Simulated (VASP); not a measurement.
An input for Quantum ESPRESSO's pw.x (written as the equivalent of a VASP run, and not itself run):

```
&CONTROL
  calculation = 'scf'
  pseudo_dir = './pseudo'
  outdir = './out'
  tprnfor = .true.
  tstress = .true.
/
&SYSTEM
  ibrav = 0
  nat = 4
  ntyp = 2
  ecutwfc = 84
  occupations = 'smearing'
  smearing = 'gaussian'
  degauss = 0.003675
  input_dft = 'pbe'
/
&ELECTRONS
  conv_thr = 7.3e-08
  electron_maxstep = 100
/
ATOMIC_SPECIES
  Nb 92.906 Nb.upf
  As 74.922 As.upf
CELL_PARAMETERS angstrom
    -1.7364084    1.7364084    5.8711975
     1.7364084   -1.7364084    5.8711975
     1.7364084    1.7364084   -5.8711975
ATOMIC_POSITIONS crystal
  Nb   0.7489262  0.7489262  0.0000000
  Nb   0.4989262  0.9989262  0.5000000
  As   0.1670738  0.1670738  0.0000000
  As   0.9170738  0.4170738  0.5000000
K_POINTS automatic
  8 8 8 0 0 0
```

Task: Write the VASP files for the same calculation (PBE).

Result: One answer among several that fit: 
### KPOINTS
```
Regular mesh
0
G
 8 8 8
```

INCAR:
```
SYSTEM  =  NbAs
PREC  =  Accurate; ENCUT  =  400; LREAL  =  .FALSE.
LASPH  =  .TRUE.
EDIFF  =  1E-6; NELM  =  100; ALGO  =  Normal
LMAXMIX  =  4
ISMEAR  =  0; SIGMA  =  0.05
GGA  =  PE
LWAVE  =  .FALSE.; LCHARG  =  .TRUE.
```

POSCAR:
```
NbAs
1.0
 -1.7364083707   1.7364083707   5.8711974754
  1.7364083707  -1.7364083707   5.8711974754
  1.7364083707   1.7364083707  -5.8711974754
Nb As
2 2
direct
  0.7489261798   0.7489261798   0.0000000000
  0.4989261798   0.9989261798   0.5000000000
  0.1670738202   0.1670738202   0.0000000000
  0.9170738202   0.4170738202   0.5000000000
```

POTCAR, in this order: Nb_sv As (PBE.64 set). Program: vasp_std.

What does not carry over: the potentials are each code's own (VASP's PAW set, PseudoDojo norm-conserving files in pw.x), so ENCUT and ecutwfc are chosen apart and not converted; conv_thr bounds pw.x's estimated SCF error, while EDIFF bounds the energy change between steps.

The structure was generated: NbAs was put into the NbAs type (I4_1md), which need not be its known phase. It was relaxed first. The k-mesh is coarse (spacing up to 0.32 per Å, 2π included), so the numbers may not be converged in it.
